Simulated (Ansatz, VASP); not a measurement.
## Se (Selenium) in two plane-wave programs

Wanted: the spread between two codes on one cell, functional and k mesh. The cell is taken from a series of runs on this material, whose earlier steps may have relaxed, scaled, displaced or heated it; both programs get it as it stands.

Main program and level: Ansatz 0.2.0; plane waves, with VASP 6.6.1 beside it; zone-centre phonons at PBEsol.

### 1. Starting point

Symmetry: P3_121, No. 152, trigonal system. The conventional cell has a = 4.037 Å, b = 4.037 Å, c = 5.122 Å, α = 90.00°, β = 90.00°, γ = 120.00°. Se has 2 Se at 2.44 Å nearest.

As a file:

```
Se
1.0
     4.03740    0.00000    0.00000
    -2.01870    3.49649    0.00000
     0.00000    0.00000    5.12219
Se
3
Direct
  0.24877 0.00000 0.33333
  0.00000 0.24877 0.66667
  0.75123 0.75123 0.00000
```

### 2. VASP: zone-centre phonons, PBEsol

Second derivatives magnify differences that forces hide, and they need a tight electronic threshold.

Lines of VASP's logs that name or quote its potential files are left out, and so is its time.

The input, INCAR:

```
SYSTEM = Se
PREC = Accurate
ENCUT = 500
EDIFF = 1E-08
NELM = 120
ISMEAR = 0
SIGMA = 0.01
LREAL = .FALSE.
ALGO = Normal
GGA = PS
NBANDS = 15
LORBIT = 11
LWAVE = .FALSE.
LCHARG = .FALSE.
ISIF = 2
IBRION = 8
LEPSILON = .TRUE.
LASPH = .TRUE.
GGA_COMPAT = .FALSE.
EFERMI = MIDGAP
KPAR = 2
```

The input, POSCAR:

```
Se
1.0
    4.0374009182      0.0000000000      0.0000000000
   -2.0187004591      3.4964917605      0.0000000000
    0.0000000000      0.0000000000      5.1221883590
Se
3
Direct
    0.2487681393      0.0000000000      0.3333333333
    0.0000000000      0.2487681393      0.6666666667
    0.7512318607      0.7512318607      0.0000000000
```

The input, KPOINTS:

```
Automatic mesh
0
Gamma
10 10 7
0 0 0
```

Potentials, in the order of the species: Se (PBE family, release 64).

Launch:

```console
> mpirun -np 2 vasp_std
```

Numbers of over 12 decimals in the logs are rounded to 6 here.

Log:

```text
[banner, memory and clock lines left out]
running    2 mpi-ranks, on    1 nodes
 distrk:  each k-point on    1 cores,    2 groups
 distr:  one band on    1 cores,    1 groups

 POSCAR found type information on POSCAR Se
 POSCAR found :  1 types and       3 ions
|                                                                             |
|               ----> ADVICE to this user running VASP <----                  |
|                                                                             |
|     You enforced a specific xc type in the INCAR file but a different       |
|     [... a line on the potential file left out ...]
|     I HOPE YOU KNOW WHAT YOU ARE DOING!                                     |
|                                                                             |

 LDA part: xc-table for (Slater+PW92), standard interpolation
 POSCAR, INCAR and KPOINTS ok, starting setup
 FFT: planning ... GRIDC
 FFT: planning ... GRID_SOFT
 FFT: planning ... GRID
 WAVECAR not read
 entering main loop
       N       E                     dE             d eps       ncg     rms          rms(c)
DAV:   1     0.798001067661E+02    0.79800E+02   -0.73155E+03  2400   0.984E+02
DAV:   2    -0.656864952205E+01   -0.86369E+02   -0.82177E+02  3235   0.161E+02
DAV:   3    -0.116019822573E+02   -0.50333E+01   -0.50126E+01  2946   0.443E+01
DAV:   4    -0.116353101749E+02   -0.33328E-01   -0.33321E-01  3156   0.429E+00
DAV:   5    -0.116355167208E+02   -0.20655E-03   -0.20654E-03  3030   0.334E-01    0.708E+00
DAV:   6    -0.115812397074E+02    0.54277E-01   -0.30509E-02  3009   0.115E+00    0.435E+00
DAV:   7    -0.115617314227E+02    0.19508E-01   -0.59821E-02  2778   0.157E+00    0.181E-01
DAV:   8    -0.115608980380E+02    0.83338E-03   -0.91053E-03  2645   0.605E-01    0.974E-02
DAV:   9    -0.115609386376E+02   -0.40600E-04   -0.23271E-04  3387   0.109E-01    0.312E-02
DAV:  10    -0.115609395766E+02   -0.93899E-06   -0.26693E-05  2890   0.360E-02    0.602E-03
DAV:  11    -0.115609398657E+02   -0.28905E-06   -0.59368E-06  3275   0.148E-02    0.417E-03
DAV:  12    -0.115609396893E+02    0.17639E-06   -0.11681E-06  2890   0.689E-03    0.100E-03
DAV:  13    -0.115609396451E+02    0.44220E-07   -0.13592E-07  3352   0.214E-03    0.320E-04
DAV:  14    -0.115609396490E+02   -0.39730E-08   -0.16103E-08  2360   0.816E-04
   1 F= -.11560940E+02 E0= -.11560940E+02  d E =0.000000E+00
 Linear response reoptimize wavefunctions to high precision
DAV:   1    -0.115609396482E+02    0.87050E-09   -0.23875E-09  2535   0.322E-04
DAV:   2    -0.115609396481E+02    0.36266E-10   -0.10667E-10  1627   0.753E-05
 Linear response G [H, r] |phi>, progress :
  Direction:   1
       N       E                     dE             d eps       ncg     rms
RMM:   1    -0.870141078439E+02   -0.87014E+02    0.10446E+02  6214   0.746E+01
RMM:   2    -0.756475790788E+02    0.11367E+02   -0.12096E+01  4032   0.209E+01
RMM:   3    -0.757823932898E+02   -0.13481E+00   -0.18804E-01  4151   0.221E+00
RMM:   4    -0.757838198526E+02   -0.14266E-02   -0.57044E-03  4296   0.349E-01
RMM:   5    -0.757838112833E+02    0.85693E-05   -0.31278E-04  4277   0.495E-02
RMM:   6    -0.757837970957E+02    0.14188E-04   -0.36121E-05  4354   0.933E-03
RMM:   7    -0.757837947537E+02    0.23420E-05   -0.65741E-06  4309   0.161E-03
RMM:   8    -0.757837942688E+02    0.48493E-06   -0.46817E-06  3936   0.413E-04
RMM:   9    -0.757837942809E+02   -0.12098E-07   -0.12615E-05  3060   0.188E-04
RMM:  10    -0.757837942591E+02    0.21758E-07    0.15416E-05  2651   0.155E-04
RMM:  11    -0.757837942650E+02   -0.58798E-08    0.92771E-06  2331   0.151E-04
RMM:  12    -0.757837942831E+02   -0.18101E-07    0.19356E-05  2039   0.151E-04
RMM:  13    -0.757837942790E+02    0.40667E-08    0.95058E-06  1782   0.150E-04
 Linear response G [H, r] |phi>, progress :
  Direction:   2
       N       E                     dE             d eps       ncg     rms
RMM:   1    -0.800189014089E+02   -0.80019E+02    0.14896E+02  6110   0.738E+01
RMM:   2    -0.734289265027E+02    0.65900E+01   -0.11075E+01  4036   0.203E+01
RMM:   3    -0.735626933399E+02   -0.13377E+00   -0.15819E-01  4174   0.214E+00
RMM:   4    -0.735652017137E+02   -0.25084E-02   -0.39276E-03  4306   0.334E-01
RMM:   5    -0.735652839606E+02   -0.82247E-04   -0.16162E-05  4293   0.486E-02
RMM:   6    -0.735652949464E+02   -0.10986E-04    0.53015E-06  4352   0.897E-03
RMM:   7    -0.735652950077E+02   -0.61263E-07    0.15795E-05  4293   0.158E-03
RMM:   8    -0.735652950743E+02   -0.66591E-07    0.24414E-05  3835   0.397E-04
RMM:   9    -0.735652950169E+02    0.57336E-07    0.52284E-05  3081   0.182E-04
RMM:  10    -0.735652950499E+02   -0.32940E-07    0.55164E-05  2582   0.149E-04
RMM:  11    -0.735652951376E+02   -0.87693E-07    0.21427E-05  2354   0.147E-04
RMM:  12    -0.735652950929E+02    0.44668E-07    0.46058E-05  1993   0.146E-04
[...]
change of polarisation eV/A/(eV/A) component  2 :    -0.347     8.903    -5.235
 dielectric tensor                  component  2 :    -0.868    23.281   -13.100
 Linear response to external field (no local field effect), progress :
  Direction:   3
       N       E                     dE             d eps       ncg     rms          rms(c)
RMM:   1    -0.568225253764E+01   -0.56823E+01   -0.42592E+01  5291   0.625E+00
[...]
RMM:   6    -0.382347153335E+01   -0.17670E-01   -0.54834E-04 18355   0.145E-01    0.344E-02
RMM:   7    -0.382327394477E+01    0.19759E-03   -0.36450E-05 18880   0.314E-02    0.134E-02
RMM:   8    -0.382436556923E+01   -0.10916E-02   -0.15948E-05 18300   0.155E-02    0.235E-03
RMM:   9    -0.382450422273E+01   -0.13865E-03   -0.95639E-06 19443   0.255E-03    0.948E-04
RMM:  10    -0.382455791097E+01   -0.53688E-04   -0.36989E-06 18795   0.125E-03    0.190E-04
RMM:  11    -0.382456211615E+01   -0.42052E-05   -0.34978E-06 19515   0.307E-04    0.500E-05
RMM:  12    -0.382456292509E+01   -0.80894E-06   -0.73885E-08 15081   0.975E-05    0.203E-05
RMM:  13    -0.382456234179E+01    0.58330E-06   -0.12645E-07  8938   0.516E-05    0.365E-06
 change of polarisation eV/A/(eV/A) component  2 :     0.005     7.287     0.000
 dielectric tensor                  component  2 :     0.012    19.236     0.000
 Linear response to external field, progress :
  Direction:   3
       N       E                     dE             d eps       ncg     rms          rms(c)
RMM:   1    -0.568224167025E+01   -0.56822E+01   -0.42591E+01  7939   0.625E+00
RMM:   2    -0.631174619543E+01   -0.62950E+00   -0.11100E-01  6075   0.134E+00    0.370E+00
RMM:   3    -0.612661898989E+01    0.18513E+00   -0.15938E-01  6138   0.207E+00    0.190E+00
RMM:   4    -0.626007095481E+01   -0.13345E+00   -0.12106E-01  6054   0.189E+00    0.288E-01
RMM:   5    -0.629952520040E+01   -0.39454E-01   -0.35233E-03  6226   0.380E-01    0.497E-02
RMM:   6    -0.630174526030E+01   -0.22201E-02   -0.36290E-05  6412   0.395E-02    0.350E-02
RMM:   7    -0.630375925680E+01   -0.20140E-02   -0.21586E-05  6238   0.310E-02    0.296E-03
RMM:   8    -0.630399054325E+01   -0.23129E-03   -0.74923E-06  6562   0.345E-03    0.171E-03
RMM:   9    -0.630404819488E+01   -0.57652E-04   -0.48784E-06  6424   0.171E-03    0.154E-04
RMM:  10    -0.630405526091E+01   -0.70660E-05    0.51229E-07  6322   0.289E-04    0.423E-05
RMM:  11    -0.630405603423E+01   -0.77332E-06   -0.65636E-07  5381   0.104E-04    0.859E-06
 change of polarisation eV/A/(eV/A) component  3 :     0.717    -2.799    11.984
 dielectric tensor                  component  3 :     1.793    -7.006    30.990
 Linear response DOF=           3
 Linear response progress:
  Degree of freedom:   1/  3
       N       E                     dE             d eps       ncg     rms          rms(c)
RMM:   1    -0.805745630350E-01   -0.80575E-01    0.38171E-02 13211   0.154E+00
RMM:   2    -0.777092650001E-01    0.28653E-02   -0.27192E-03  9289   0.311E-01    0.995E-02
RMM:   3    -0.775932879593E-01    0.11598E-03   -0.53611E-05 10048   0.421E-02    0.588E-02
RMM:   4    -0.775178756716E-01    0.75412E-04   -0.39208E-05 10212   0.359E-02    0.960E-03
RMM:   5    -0.775204739623E-01   -0.25983E-05   -0.52232E-07 10322   0.481E-03    0.200E-03
RMM:   6    -0.775200817590E-01    0.39220E-06   -0.80218E-08 10448   0.166E-03    0.400E-04
RMM:   7    -0.775189209039E-01    0.11609E-05   -0.23094E-09 10591   0.273E-04    0.170E-04
RMM:   8    -0.775183898395E-01    0.53106E-06   -0.82876E-09 10589   0.136E-04    0.408E-05
RMM:   9    -0.775185154825E-01   -0.12564E-06   -0.67758E-09 10634   0.503E-05    0.100E-05
RMM:  10    -0.775185370816E-01   -0.21599E-07    0.95622E-09 10880   0.113E-05    0.394E-06
RMM:  11    -0.775185358875E-01    0.11940E-08    0.40201E-09  9645   0.855E-06    0.526E-07
 first order change of Fermi-energy   0.17915E+00
 force on displaced ion       1 direction 1 :  -5.462   0.000   0.000
 Born effective charge ion    1 direction 1 :   1.687   0.000   0.000
 Linear response progress:
  Degree of freedom:   2/  3
       N       E                     dE             d eps       ncg     rms          rms(c)
RMM:   1    -0.826004003761E-01   -0.82600E-01    0.35266E-02 23934   0.152E+00
RMM:   2    -0.804336768330E-01    0.21667E-02   -0.27100E-03 16781   0.299E-01    0.819E-02
RMM:   3    -0.802020892799E-01    0.23159E-03   -0.10221E-04 18112   0.510E-02    0.458E-02
RMM:   4    -0.800978167229E-01    0.10427E-03   -0.66785E-05 18499   0.421E-02    0.760E-03
RMM:   5    -0.801367832333E-01   -0.38967E-04   -0.12959E-06 18524   0.691E-03    0.206E-03
RMM:   6    -0.801497347101E-01   -0.12951E-04   -0.18465E-07 18688   0.192E-03    0.632E-04
RMM:   7    -0.801494535210E-01    0.28119E-06   -0.52575E-09 18930   0.486E-04    0.200E-04
RMM:   8    -0.801489770384E-01    0.47648E-06    0.14444E-08 18949   0.202E-04    0.493E-05
RMM:   9    -0.801488932341E-01    0.83804E-07   -0.11754E-08 19183   0.596E-05    0.956E-06
RMM:  10    -0.801488521368E-01    0.41097E-07   -0.55798E-09 19487   0.165E-05    0.366E-06
RMM:  11    -0.801488755759E-01   -0.23439E-07   -0.15866E-08 18141   0.820E-06    0.105E-06
RMM:  12    -0.801488765173E-01   -0.94135E-09   -0.23771E-11 14691   0.487E-06    0.261E-07
 first order change of Fermi-energy   0.75119E-04
 force on displaced ion       1 direction 2 :  -0.002  -3.584  -0.906
 Born effective charge ion    1 direction 2 :   0.003  -1.677   1.641
 Linear response progress:
  Degree of freedom:   3/  3
       N       E                     dE             d eps       ncg     rms          rms(c)
RMM:   1    -0.931720196702E-01   -0.93172E-01    0.45242E-02 24773   0.159E+00
RMM:   2    -0.883620440954E-01    0.48100E-02   -0.38899E-03 16714   0.370E-01    0.150E-01
RMM:   3    -0.881697454176E-01    0.19230E-03   -0.34738E-04 18064   0.794E-02    0.832E-02
RMM:   4    -0.881571485651E-01    0.12597E-04   -0.16643E-05 18285   0.237E-02    0.440E-02
RMM:   5    -0.881739099298E-01   -0.16761E-04   -0.11877E-05 18263   0.203E-02    0.438E-03
RMM:   6    -0.881649990814E-01    0.89108E-05   -0.55067E-07 18562   0.399E-03    0.837E-04
RMM:   7    -0.881659455228E-01   -0.94644E-06   -0.21162E-09 18983   0.768E-04    0.349E-04
RMM:   8    -0.881676308536E-01   -0.16853E-05   -0.37766E-09 18564   0.425E-04    0.803E-05
RMM:   9    -0.881675474688E-01    0.83385E-07   -0.20466E-09 19401   0.721E-05    0.281E-05
RMM:  10    -0.881675944690E-01   -0.47000E-07   -0.26803E-08 18592   0.458E-05    0.710E-06
RMM:  11    -0.881676247087E-01   -0.30240E-07   -0.23772E-08 19811   0.129E-05    0.199E-06
RMM:  12    -0.881676225246E-01    0.21841E-08    0.34753E-09 16235   0.719E-06    0.647E-07
 first order change of Fermi-energy  -0.85883E-05
 force on displaced ion       1 direction 3 :  -0.003  -0.906  -7.578
 Born effective charge ion    1 direction 3 :   0.002   1.074  -0.000
 Born effective charges drift removed
 Linear response finished
```

(Part 1 of 2 ends here.)

[Lines on the potential files, build, host, timing and source positions are cut from VASP's logs without a mark.]

[Logs are printed without paths, hosts, clocks, repeated set-up lines and the standing remarks that a program may print on its own settings, such as how far it seeks lower states.]

[Hosts, paths, dates, database ids (printed as entryN), source tags and the programs' standing remarks are cut or masked in the printed files.]
